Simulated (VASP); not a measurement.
Shape and ions are relaxed at each volume.

Consider the following.

```
AlN
1.0
    1.55306    -2.68998     0.00000
    1.55306     2.68998     0.00000
    0.00000     0.00000     4.97378
Al N
2 2
Direct
  0.66667   0.33333   0.50005
  0.33333   0.66667   0.00005
  0.66667   0.33333   0.88195
  0.33333   0.66667   0.38195
```

All values below come from PBE GGA with D4 dispersion, VASP's PBE PAW potentials (set 64) (plane waves; VASP). Run with 520 eV cut-off, 8×8×5 Γ-centred mesh, Gaussian smearing of 0.050 eV, potentials Al N.

**Question.** Give the energy at these volumes per atom, relative to the lowest: 9.76, 10.07, 10.39, 10.70, 11.01 Å³.

**Answer.** 26.4, 6.3, 0.0, 5.5, 21.3 meV/atom. A third-order Birch-Murnaghan fit gives B0 = 202 GPa and B0′ = 3.9.

Measured: bulk modulus 208 GPa (computed value off by -2.8 %), as given by J. Phys. Chem. B 108, 11506, doi 10.1021/jp048396e, abstract (bulk AlN value quoted). The calculation is for a static lattice, while the measured bulk modulus holds thermal and zero-point effects, which are part of the difference.

The compound is AlN in the wurtzite structure. It was relaxed first.
